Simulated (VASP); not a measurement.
Given:

```
SnO
1.0
    0.00000     2.51407     2.51407
    2.51407     0.00000     2.51407
    2.51407     2.51407     0.00000
Sn O
1 1
Cartesian
  0.00000   0.00000   0.00000
  1.25704   1.25704   1.25704
```

Method: PBEsol GGA, VASP's PBE PAW potentials (set 64) (plane waves; VASP 6.6.1). Run with 620 eV cut-off, 13×13×13 Γ-centred mesh, first-order Methfessel-Paxton smearing of 0.10 eV, potentials Sn_d O.

Unless said otherwise, spin-orbit coupling is left out, though it shifts the bands of the heavy elements here.

What does the run give for the energy per atom (σ→0), pressure, band gap (on the k-mesh) with the smallest direct gap where there is one?

| Item | Value |
|---|---|
| band gap (on the k-mesh) | none (metal, semimetal or under 0.01 eV) |
| energy per atom (σ→0) | -5.366 eV/atom |
| pressure | 19.93 GPa |

Only differences to runs with the same potentials and settings are physical.

The structure was generated: SnO was put into the zinc blende type (F-43m), which need not be its known phase. It was relaxed first under an external pressure of 20 GPa.
